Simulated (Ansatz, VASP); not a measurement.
# Cross-check of AgHPt between VASP and Ansatz, part 2 of 2

Aim: how closely do two programs agree when they are given the same cell, functional and k mesh? The cell is generated by rule, not measured, and may not be a known phase. The cell is taken from a series of runs on this material, whose earlier steps may have relaxed, scaled, displaced or heated it; both programs get it as it stands.

VASP 6.6.1 and Ansatz 0.2.0.

So far: The structure; VASP: relaxation of cell and atoms, r2SCAN.

The structure was built from a prototype and need not be the compound's stable phase.

## (3) Ansatz: relaxation of cell and atoms, r2SCAN

Level of this step: Ansatz beside VASP: Kohn-Sham DFT, plane waves, r2SCAN (Ansatz).

Ansatz runs on its default PAW (the set named soft_2) files.

The same cell, functional, mesh and smearing now go to Ansatz, which takes its cutoff from its data sets.

input.yaml

```yaml
crystal:
  lattice:
    - [2.7934713063, 0.0, 0.0]
    - [0.0, 2.7934713063, 0.0]
    - [0.0, 0.0, 4.5649009195]
  atoms:
    - { symbol: Ag, position: [0.5, 0.5, 0.5] }
    - { symbol: H, position: [0.5, 0.5, 0.0] }
    - { symbol: Pt, position: [0.0, 0.0, 0.0] }
kpoints:
  mp_grid: { grid: [16, 16, 12] }
hamiltonian:
  xc: r2scan
scf:
  occupations: { method: methfessel_paxton, width: 0.2 }
output:
  forces: true
  stress: true
  eigenvalues: true
relax:
  adjacent_minimum: "off"
  f_tol: 0.001
  max_steps: 60
  cell: { stress_tol: 0.01 }
```

On the command line:

```
> ansatz run input.yaml --threads 8 --pin off --max-ram 14336MiB --backend cpu --events-out ev --progress --plain --runs-dir out
```

Numbers of over 12 decimals in the logs are rounded to 6 here.

What it wrote:

```text
Engine: ansatz 0.2.0, aarch64-unknown-linux-gnu
Pseudopotentials: kind: paw
Pseudopotential: Ag, paw, valence charge 19, recommended cutoff 500 eV (meta_gga), Ag.paw.azcp
Pseudopotential: H, paw, valence charge 1, recommended cutoff 500 eV (meta_gga), H.paw.azcp
Pseudopotential: Pt, paw, valence charge 18, recommended cutoff 500 eV (meta_gga), Pt.paw.azcp
Functional definition: r2SCAN
  parameter k0 = 0.174
  parameter k1 = 0.065
  parameter a1 = 4.9479
  exchange = r2scan_x(k0 = k0, k1 = k1, a1 = a1)
  correlation = r2scan_c
Crystal: 3 atoms, lattice volume = 35.622 Å³
Basis set: ecut = 500 eV, 865 PW (Γ), exchange–correlation on 96×96×144 points (64 copies of the dense FFT grid, shifted against one another)
Bands: 23, of which v1, the nominal top of the filled ones, is band 19 counted from 1 (18 counted from 0)
Symmetry: 16 space group operations
Space group: P4/mmm (ITA 123), of the structure as read, at distance tolerance 3.3e-5 Å
k-points: 315 of 3072
Non-local potential: Ag, projectors of the file, l = 0: 3, l = 1: 2, l = 2: 2, l = 3: 1
Non-local potential: H, projectors of the file, l = 0: 2, l = 1: 1
Non-local potential: Pt, projectors of the file, l = 0: 3, l = 1: 2, l = 2: 2, l = 3: 1
PAW form: soft (Blöchl's): semilocal exchange-correlation on the pseudo side does not see the compensation charge
PAW frozen core: Ag, regenerated for the run's functional (the file was generated under x = pbe(κ = 0.804, μ = 0.219515), c = pbe(β = 0.066725))
PAW frozen core: Pt, regenerated for the run's functional (the file was generated under x = pbe(κ = 0.804, μ = 0.219515), c = pbe(β = 0.066725))
PAW one-centre angular grid: Ag, 590 points (default); XC on 160 Gauss nodes
PAW one-centre angular grid: H, 302 points (default); XC on 160 Gauss nodes
PAW one-centre angular grid: Pt, 590 points (default); XC on 160 Gauss nodes
Initial density: superposition of atomic densities (neutral atoms: chi_scale 0, normalization atom), corrected by the library's trained network
Initial wavefunctions: pseudopotential atomic-orbital guess
Functional: x = r2scan, c = r2scan; τ floored in thin density (d = 2e-4 eV/Å³)
SCF iter   1: F=—  HF=-20156.649157 eV  |F-HF|=—  |Δ(HF+E_count)|=         —  Δρ=1.77e-2  dr2=1.27e-1  dr2_τ=1.69e-2  ethr=1.77e-3  ⟨swp⟩=4.8  Hψ=26609  notcnv=0
preconditioner: auto → Kerker (q_TF=auto, 2.758 Å⁻¹)  [metal: Δε(μ)=0.012 eV  Ē_g=10.331 eV  σ=0.200 eV  W_gap=0.05  n_scr=16 (ndim 8)  ℏωp=29.2 eV  f_vac=0.000  D(μ)=0.56/eV (n_scr^D=2)]
SCF iter   2: F=—  HF=-20156.628406 eV  |F-HF|=—  |Δ(HF+E_count)|=   2.08e-2  S|Δr|=    0.00e0  Δρ=8.36e-3  dr2=2.32e-2  dr2_τ=3.00e-3  ethr=3.34e-4  ⟨swp⟩=1.0  Hψ=9774  notcnv=0
SCF iter   3: F=—  HF=-20156.629824 eV  |F-HF|=—  |Δ(HF+E_count)|=   1.42e-3  S|Δr|=    0.00e0  Δρ=3.15e-3  dr2=4.55e-3  dr2_τ=1.18e-4  ethr=6.10e-5  ⟨swp⟩=2.0  Hψ=9218  notcnv=0
SCF iter   4: F=—  HF=-20156.629849 eV  |F-HF|=—  |Δ(HF+E_count)|=   2.48e-5  S|Δr|=    0.00e0  Δρ=8.29e-4  dr2=4.63e-4  dr2_τ=1.16e-5  ethr=1.20e-5  ⟨swp⟩=2.3  Hψ=9949  notcnv=0
SCF iter   5: F=—  HF=-20156.629875 eV  |F-HF|=—  |Δ(HF+E_count)|=   2.56e-5  S|Δr|=    0.00e0  Δρ=5.65e-4  dr2=1.06e-4  dr2_τ=5.89e-6  ethr=1.22e-6  ⟨swp⟩=2.0  Hψ=10260  notcnv=0
SCF iter   6: F=—  HF=-20156.629852 eV  |F-HF|=—  |Δ(HF+E_count)|=   2.21e-5  S|Δr|=    0.00e0  Δρ=1.87e-4  dr2=1.59e-5  dr2_τ=7.03e-7  ethr=2.79e-7  ⟨swp⟩=2.1  Hψ=11170  notcnv=0
SCF iter   7: F=—  HF=-20156.629874 eV  |F-HF|=—  |Δ(HF+E_count)|=   2.13e-5  S|Δr|=    0.00e0  Δρ=7.65e-5  dr2=2.61e-6  dr2_τ=1.29e-7  ethr=4.19e-8  ⟨swp⟩=2.0  Hψ=11251  notcnv=0  defer=1
SCF iter   8: F=—  HF=-20156.629874 eV  |F-HF|=—  |Δ(HF+E_count)|=   2.82e-7  S|Δr|=    0.00e0  Δρ=1.86e-5  dr2=1.06e-7  dr2_τ=4.64e-9  ethr=6.86e-9  ⟨swp⟩=2.0  Hψ=10281  notcnv=0  defer=1
SCF iter   9: F=-20156.629874 eV  HF=-20156.629874 eV  |F-HF|=2.11e-9  |Δ(HF+E_count)|=   5.37e-8  S|Δr|=    0.00e0  Δρ=3.21e-6  dr2=3.90e-9  dr2_τ=2.28e-10  ethr=2.63e-10  ⟨swp⟩=4.4  Hψ=24434  notcnv=0
the search or the solves at the SCF's close seem to have found levels that the self-consistency loop had missed (the run counts 2). By its estimate they hold under 1e-12 electrons; where the run keeps them, the occupations were computed again with them
SCF 1 converged in 9 iterations: F = -20156.629874 eV  dr2 = 3.90e-9
  greatest PAW one-centre occupation: 1.001 electrons in one spin orbital (limit 2), on the Ag atom at site 0 (counted from 0), in its partial waves of l = 1
relax step   1: F+E_penalty+E_count = -20156.62987414 eV  Δ(F+E_penalty+E_count) = +0.000e0 eV  max|allowed force component| = 2.133e-29 eV/Å  Δτ_max = 0.0000 Å  P = +0.004 GPa  Ω = 35.622 Å³  (9 SCF iters, dr2 threshold 1.00e-7 eV, accepted)
[...]
relax step   3: F+E_penalty+E_count = -20156.62994623 eV  Δ(F+E_penalty+E_count) = -1.628e-5 eV  max|allowed force component| = 1.801e-29 eV/Å  Δτ_max = 0.0000 Å  P = +0.131 GPa  Ω = 35.623 Å³  energy of the carried Pulay correction = +7.967e-7 eV  (5 SCF iters, dr2 threshold 2.07e-8 eV, rejected (line search))
[...]
relax step   4: F+E_penalty+E_count = -20156.62994332 eV  Δ(F+E_penalty+E_count) = -1.338e-5 eV  max|allowed force component| = 4.125e-30 eV/Å  Δτ_max = 0.0000 Å  P = -0.001 GPa  Ω = 35.649 Å³  energy of the carried Pulay correction = -1.427e-5 eV  (8 SCF iters, accepted)
[...]
relax step   5: F+E_penalty+E_count = -20156.62995778 eV  Δ(F+E_penalty+E_count) = -1.446e-5 eV  max|allowed force component| = 4.552e-30 eV/Å  Δτ_max = 0.0000 Å  P = -0.000 GPa  Ω = 35.649 Å³  stress off target by 1.60e-3 GPa  SCF on the basis re-selected at this cell (its energy is not comparable with the rows above)  (7 SCF iters)
basis re-selected at this cell: Δ(F+E_penalty+E_count) = -1.446e-5 eV, ΔP = +0.000 GPa vs the last step (what re-selecting the basis moved, of the pressure what is left beyond the Pulay correction that the steps carried, after the strain that the cell walked since its last selection, with what the two solves' SCF thresholds leave and, on support functions, any second-order correction that the steps lacked; it is no m [...]
SCF converged after 7 iterations
Stability not checked: this state was not tested for a lower state beside it, because cold or Methfessel-Paxton smearing, or corrected tetrahedra, fill the levels in a way that the test cannot read (fill_not_monotonic; see scf.lower_state_search)
Free energy (F): -20156.629958 eV
Harris-Foulkes:  -20156.629958 eV  (|F-HF|=0.00e0)
Internal energy: -20156.629238 eV  (E = F + TS)
E sigma→0 (E₀):  -20156.629778 eV
Entropy (-TS):   -0.000720 eV (-0.240 meV/atom)
Fermi energy:    18.321337 eV
--- Per-component energies (eV) ---
  E_band       = -453.388691
  E_kinetic    = 1180.719001
  E_local      = -3896.627485  (includes V_loc(G=0)·N_el)
  E_nonlocal   = 286.379583
  E_hartree    = 1637.806003
  E_xc         = -437.609000
  E_vxc        = -613.258417  (∫ρ·V_xc dr)
  E_paw        = -13404.065954  (= ΣΔE_a)
  E_vpaw       = -727.396763  (= ΣTr[D̂ρ^β])
  E_aug_tail   = 0.000014  (compensation charges beyond the density's cutoff)
  E_vtau       = 41.183366  (kinetic-family band-sum trace: ∫τ·v_τ [+ j·A + Jᵃ·Aᵃ] dr)
  E_ewald      = -5522.490593
  E_core_change = -0.740805  (= ΣΔE_core)
  E_smearing   = -0.000720  (= −TS)
  E_closure    = 0.000000  (closes the sum)
  Σ components = -20156.629958   (vs F -20156.629958, Δ=0.00e0)
--- Forces (eV/Å), atoms counted from 1 ---
  atom   1  Ag     0.00000000     0.00000000     0.00000000
  atom   2  H      0.00000000     0.00000000     0.00000000
  atom   3  Pt    -0.00000000     0.00000000     0.00000000
  max |Σ_I F_I| component: 5.28e-30 eV/Å
--- Stress (GPa, compression-positive) ---
       -0.001217       0.000000       0.000000
        0.000000      -0.001217       0.000000
        0.000000       0.000000       0.001603
  P = ⅓ Tr σ = -0.0003 GPa (-0.003 kbar)
--- Band table (eV; the first three rows and the last of 315) ---
  k-point 0: bands = [... 15 lower, 14.9771, 17.0318, 17.0318, 17.2169, 18.1367, 22.0968, 29.4772, 29.9804]
  k-point 1: bands = [... 15 lower, 14.9787, 16.9971, 16.9971, 17.2147, 17.7658, 22.5707, 29.4456, 30.0831]
  k-point 2: bands = [... 15 lower, 14.9828, 16.9011, 16.9011, 16.9847, 17.2085, 23.6508, 29.3771, 30.3807]
  k-point 314: bands = [... 15 lower, 15.7375, 16.2601, 18.7519, 23.3073, 23.3073, 24.4823, 25.4128, 25.4291]
--- Relaxed structure (4 steps of the walk, 3 accepted, 1 SCFs on fresh bases) ---
  F+E_penalty+E_count = -20156.62995778 eV   max|allowed force component| = 4.552e-30 eV/Å   (the final SCF, on the basis selected at the relaxed cell)
  cell:  # Å, volume = 35.6487 Å³
    - [2.791204, 0.0, 0.0]
    - [0.0, 2.791204, 0.0]
    - [0.0, 0.0, 4.575737]
  atoms:
    - { symbol: Ag, position: [0.5, 0.5, 0.500000] }
    - { symbol: H, position: [0.5, 0.5, 0.0] }
    - { symbol: Pt, position: [0, 0, 0.0] }
```

## (4) Differences

Known differences besides the potentials themselves: VASP keeps PBE cores, Ansatz makes them for the functional; the data sets hold 38 valence electrons in Ansatz (on its default PAW (the set named soft_2) files) and 22 in VASP; the cutoff is 500 eV in Ansatz and 550 eV in VASP; Ansatz adds a Pulay correction to the stress that steers its cell, VASP none. Total energies have different zeros and are not compared.

Compared:

| quantity | Ansatz | VASP | difference |
| --- | --- | --- | --- |
| volume (Å³) | 35.65 | 35.70 | -0.15 % |
| edge a after relaxation, in the typed setting (Å) | 2.791 | 2.793 | -0.08 % |
| edge c after relaxation, in the typed setting (Å) | 4.576 | 4.575 | +0.02 % |

## (5) Results

| Item | Value |
| --- | --- |
| difference in volume (relaxation of cell and atoms, r2SCAN) | -0.15 % |

In words: The difference in volume is -0.15 % (relaxation of cell and atoms, r2SCAN), within the 1.2 % picked in this series as the mark of a large difference, as far as the stopping tolerances let one tell. The data sets hold unlike numbers of valence electrons (38 in Ansatz and 22 in VASP), so part of the differences comes from the potentials. Such differences can come from data sets, numerical settings and the points named under the comparisons, not from the functional's error against experiment.

[Lines on the potential files, build, host, timing and source positions are cut from VASP's logs without a mark.]

[Logs are printed without paths, hosts, clocks, repeated set-up lines and the standing remarks that a program may print on its own settings, such as how far it seeks lower states.]

[Hosts, paths, dates, database ids (printed as entryN), source tags and the programs' standing remarks are cut or masked in the printed files.]
